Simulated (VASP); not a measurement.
A convergence study with VASP on CeO₂ (fluorite): one setting is varied, all else stays as given below, so the limit is that of these other settings.

```
CeO2
1.0
    0.00000     2.70500     2.70500
    2.70500     0.00000     2.70500
    2.70500     2.70500     0.00000
Ce O
1 2
Direct
  0.00000   0.00000   0.00000
  0.25000   0.25000   0.25000
  0.75000   0.75000   0.75000
```

The numbers are results of PBE GGA, VASP's PBE PAW potentials (set 64) (plane waves; VASP), not measurements. The tightest run used: 700 eV cut-off, 12×12×12 Monkhorst-Pack mesh, Gaussian smearing of 0.050 eV, potentials Ce O.

The settings run are 1×1×1 mesh; 2×2×2 mesh; 3×3×3 mesh; 4×4×4 mesh; 5×5×5 mesh; 6×6×6 mesh; 7×7×7 mesh; 8×8×8 mesh; 9×9×9 mesh; 10×10×10 mesh; 11×11×11 mesh; 12×12×12 mesh. From which on does the stress (every component) stay within 0.5 GPa of the tightest run?

From 2×2×2 mesh on: it is off by 0.03 there and by no more than 0.5 in any finer run, while 1×1×1 mesh is off by 44.25.
```
setting        E (eV/atom)  pressure (GPa)  irreducible k-points  difference judged (GPa)
-------------  -----------  --------------  --------------------  -----------------------
1×1×1 mesh        -10.4787          -38.88                     1                    44.25
2×2×2 mesh         -8.7384            5.33                     2                     0.03
3×3×3 mesh         -8.7378            5.36                     4                     0.01
4×4×4 mesh         -8.7395            5.37                    10                     0.01
5×5×5 mesh         -8.7396            5.37                    10                     0.01
6×6×6 mesh         -8.7395            5.36                    28                     0.00
7×7×7 mesh         -8.7395            5.37                    20                     0.00
8×8×8 mesh         -8.7395            5.36                    60                     0.00
9×9×9 mesh         -8.7395            5.36                    35                     0.00
10×10×10 mesh      -8.7395            5.37                   110                     0.00
11×11×11 mesh      -8.7395            5.37                    56                     0.00
12×12×12 mesh      -8.7395            5.37                   182                     0.00
```

Left out are rungs that failed or repeat a setting and relaxations that didn't move; long series are thinned to 24 rows.

The compound is CeO2 in the fluorite structure. The cell was not relaxed at this level. The run is not spin-polarised, so no magnetic state was tried.
